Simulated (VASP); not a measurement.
All values below come from PBE GGA, VASP's PBE PAW potentials (set 64) (plane waves; VASP 6.6.1).

A VASP calculation is set up with these files.

### INCAR
```
# general
SYSTEM=Ca
PREC  =Accurate
ENCUT =400   # plane-wave cut-off (eV)
LREAL =.False.   # projection in real space or not
LASPH =.True.   # aspherical one-centre terms

# electronic loop
EDIFF =1E-7   # SCF stop (eV)
NELM  =100
ALGO  =Normal

# smearing
ISMEAR=-5

# functional
GGA   =PE   # PBE

# ions
ISIF  =2

# output
LWAVE =.False.
LCHARG=.True.
LORBIT=11   # lm-projected
NEDOS =601   # DOS grid
```

POSCAR:
```
Ca
1
    0.0000000000     2.7626331733     2.7626331733
    2.7626331733     0.0000000000     2.7626331733
    2.7626331733     2.7626331733     0.0000000000
Ca
1
Direct
  0.0000000000   0.0000000000   0.0000000000
```

**KPOINTS**
```
kpoints
0
gamma
  13 13 13
0 0 0
```

POTCAR, in this order: Ca_sv (PBE.64 set). Program: vasp_std.

What VASP printed:

**OSZICAR**
```
       N       E                     dE             d eps       ncg     rms          rms(c)
DAV:   1     0.530478920534E+02    0.53048E+02   -0.46035E+03  1520   0.827E+02
DAV:   2    -0.905976310067E+00   -0.53954E+02   -0.53774E+02  1584   0.208E+02
DAV:   3    -0.189962070227E+01   -0.99364E+00   -0.99057E+00  2276   0.300E+01
DAV:   4    -0.193978159192E+01   -0.40161E-01   -0.40106E-01  2293   0.459E+00
DAV:   5    -0.194028146510E+01   -0.49987E-03   -0.50008E-03  2388   0.393E-01    0.221E+00
DAV:   6    -0.193233294332E+01    0.79485E-02   -0.12651E-02  1947   0.137E+00    0.135E+00
DAV:   7    -0.193034197997E+01    0.19910E-02   -0.17491E-02  1960   0.179E+00    0.103E-01
DAV:   8    -0.192979344367E+01    0.54854E-03   -0.22545E-03  1814   0.496E-01    0.209E-02
DAV:   9    -0.192979950307E+01   -0.60594E-05   -0.12472E-04  2338   0.875E-02    0.532E-03
DAV:  10    -0.192980302909E+01   -0.35260E-05   -0.78040E-06  2115   0.305E-02    0.957E-04
DAV:  11    -0.192980207032E+01    0.95877E-06   -0.37921E-07  2495   0.582E-03    0.225E-04
DAV:  12    -0.192980222760E+01   -0.15728E-06   -0.19934E-08  1202   0.992E-04    0.102E-04
DAV:  13    -0.192980230752E+01   -0.79917E-07   -0.74375E-09   999   0.589E-04
   1 F= -.19298023E+01 E0= -.19298023E+01  d E =0.000000E+00
```

### OUTCAR
```
------------------------ aborting loop because EDIFF is reached ----------------------------------------
  FORCE on cell =-STRESS in cart. coord.  units (eV):
  Direction    XX          YY          ZZ          XY          YZ          ZX
  --------------------------------------------------------------------------------------
  Total       -0.0218603     -0.0218603     -0.0218603      0.0000000      0.0000000      0.0000000
  in kB       -0.8305511     -0.8305511     -0.8305511      0.0000000      0.0000000      0.0000000
  external PRESSURE =      -0.8305511 kB  Pullay stress =       0.0000000 kB
  volume of cell :       42.17
      direct lattice vectors                 reciprocal lattice vectors
     0.000000000  2.762633173  2.762633173    -0.180986750  0.180986750  0.180986750
     2.762633173  0.000000000  2.762633173     0.180986750 -0.180986750  0.180986750
     2.762633173  2.762633173  0.000000000     0.180986750  0.180986750 -0.180986750
 POSITION                                       TOTAL-FORCE (eV/Angst)
 -----------------------------------------------------------------------------------
      0.00000      0.00000      0.00000         0.000000      0.000000      0.000000
 -----------------------------------------------------------------------------------
    total drift:                               -0.000000     -0.000000     -0.000000
  FREE ENERGIE OF THE ION-ELECTRON SYSTEM (eV)
  ---------------------------------------------------
  free  energy   TOTEN  =        -1.9298023075 eV

  energy  without entropy=       -1.9298023075  energy(sigma->0) =       -1.92980231

 total charge

# of ion       s       p       d       tot
------------------------------------------
    1        2.085   5.831   0.162   8.077
```
(Selected blocks of OUTCAR.)

For a metal the tetrahedron method with Blöchl corrections gives inexact stress and forces.

The compound is Ca in the fcc structure. It was relaxed first.
